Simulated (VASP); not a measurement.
Input:

```yaml
crystal:
  lattice:
    - [1.96773, -5.19979, 0.00000]
    - [1.96773, 5.19979, 0.00000]
    - [0.00000, 0.00000, 3.87784]
  atoms:
    - { symbol: B, position: [0.56400, 0.43600, 0.25000] }
    - { symbol: B, position: [0.43600, 0.56400, 0.75000] }
    - { symbol: Y, position: [0.85475, 0.14525, 0.25000] }
    - { symbol: Y, position: [0.14525, 0.85475, 0.75000] }
```

Calculation: PBE GGA, VASP's PBE PAW potentials (set 64) (plane waves; VASP 6.6.1). Settings: 520 eV cut-off, 8×8×7 Γ-centred mesh, first-order Methfessel-Paxton smearing of 0.10 eV, potentials B Y_sv.

Q: Which forces act on the atoms, in eV/Å?

A: 
```tsv
atom	Fx	Fy	Fz
B1	0.000	0.783	0.000
B2	0.000	-0.783	0.000
Y3	0.000	-1.363	0.000
Y4	0.000	1.363	0.000
```

Q: Give the stress tensor in GPa (positive for a compressed cell).

A: 
```
 -8.25    0.00    0.00
  0.00  -14.42    0.00
  0.00    0.00  -18.78
```
The pressure is its mean diagonal, -13.82 GPa.

The structure was generated: YB was put into the CrB type (Cmcm), which need not be its known phase. The cell was not relaxed at this level.
